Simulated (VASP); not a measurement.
Here is a VASP 6.6.1 calculation.

The input INCAR:

```
PREC     = Accurate       # precision mode
ENCUT    = 350            # plane-wave cutoff, eV
EDIFF    = 1E-5           # SCF threshold, eV
ISMEAR   = 0              # smearing method
SIGMA    = 0.03           # smearing width, eV
LREAL    = Auto         
LASPH    = T              # aspherical terms in the spheres
NELM     = 120            # most SCF steps
ALGO     = Normal         # electronic algorithm
ISIF     = 2              # what is computed and relaxed
LWAVE    = F              # write WAVECAR
LCHARG   = F              # write CHGCAR
ISPIN    = 2              # spin polarisation
MAGMOM   = 4 0 0 0 0 0 0 0 0 0 0 0 0 0 0 0 0 0 0 0 0 0 0 0 # initial moments
LORBIT   = 11             # projections on sites
NUPDOWN  = 4              # fixed moment
LMAXMIX  = 4              # l up to which the mixer works
LDAU     = T              # DFT+U
LDAUTYPE = 2            
LDAUL    = 2 -1 -1        # shell
LDAUU    = 5 0 0          # U, eV
LDAUJ    = 0 0 0        
LDAUPRINT= 1            
GGA      = PS             # functional
ISYM     = 0            
KPAR     = 4
```

Contents of KPOINTS:

```
Automatic mesh
0
Gamma
  3 3 2
```

File POSCAR:

```
NiW7S16                                 
1.0
    6.3064000000      0.0000000000      0.0000000000
   -3.1532000000      5.4615026064      0.0000000000
    0.0000000000      0.0000000000     12.3230000000
  Ni              W               S             
     1     7    16
Direct
     0.2447438283285442    0.3701069694036937    0.2705297780254624
     0.1565471746507480    0.8299628204729782    0.2486667267556939
     0.6647987616639327    0.3307005473818924    0.2456303745127076
     0.6638899936053463    0.8375101003240603    0.2451509068378179
     0.3319942620185986    0.1666918586236412    0.7492220522574804
     0.3319198792350510    0.6662157970687760    0.7492222658594027
     0.8318057625278061    0.1663970649556968    0.7496646237081126
     0.8318985173940266    0.6664601287191970    0.7494243104988026
     0.1648659995052557    0.3329007369573956    0.6223110640121976
     0.1651516364567238    0.8330639251428494    0.6225140928273433
     0.6658903389900516    0.3331989753147603    0.6224651384598835
     0.6657490073505556    0.8336492954535875    0.6224332877155394
     0.3049514401799407    0.1725844323911896    0.1350134396756923
     0.3009918622765499    0.6293102032398395    0.1362150842256737
     0.7786569219207016    0.1404870531860575    0.1088252164632955
     0.8222992816152324    0.6630447768036991    0.1198772762241386
     0.1652736162178018    0.3330976543042639    0.8762875993924016
     0.1657799510393163    0.8333709271317973    0.8765261589026847
     0.6648126042216852    0.3333129100013841    0.8763884322926485
     0.6647098038595930    0.8324756791080302    0.8764117591909575
     0.3519417271590280    0.1649392001390468    0.3787824827751611
     0.3496504245874413    0.6847716259132085    0.3779309909488305
     0.8798161532273068    0.1910460252513059    0.3575110607169192
     0.8291670519687570    0.6667782927116473    0.3736668777211449
```

Potentials or basis: VASP PAW PBE potentials, release 64 (Ni, W_sv, S).

Command:

```console
$ cat potpaw_PBE.64/Ni/POTCAR potpaw_PBE.64/W_sv/POTCAR potpaw_PBE.64/S/POTCAR > POTCAR
$ mpirun -np 4 vasp_std > vasp.out
```

Q: What does it give for the pressure?

A: 1.5 GPa.

Q: Estimate the largest force.

A: 0.927 eV/Å.

Eigenvalues of the final occupation matrices:
```tsv
site	spin	trace	eigenvalues
site 1 d	1	4.78	0.93 0.95 0.96 0.97 0.97
site 1 d	2	3.85	0.52 0.60 0.89 0.90 0.94
```

Caveat: the k mesh is coarse (spacing up to 0.38 Å⁻¹), so the values aren't converged; the PAW data sets were made with another functional, which shifts forces and pressure a little; the total moment is fixed, so each spin has its own Fermi level. The state reached can hang on the start; a lower one may exist.
